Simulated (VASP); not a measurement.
Energy against volume of PbF2 (fluorite). All values below come from TPSS meta-GGA, VASP's PBE PAW potentials (set 64) (plane waves; VASP). Run with 520 eV cut-off, 7×7×7 Γ-centred mesh, Gaussian smearing of 0.050 eV, potentials Pb_d F.

```csv
V (Å³/atom),E (eV/atom)
16.507,-6.31138
17.034,-6.32587
17.561,-6.33179
18.088,-6.33060
```

Fit these four points and predict the energy of the run at 18.615 Å³/atom.

A cubic in V^(−2/3), the third-order Birch-Murnaghan form, passes through the four points with V0 = 17.73 Å³/atom and B0 = 68 GPa, and gives -6.3235 eV/atom there. The run gave -6.3233 eV/atom, +0.2 meV/atom from the fit; all five points give B0 = 69 GPa.

The compound is PbF2 in the fluorite structure, the β form. It was relaxed first.
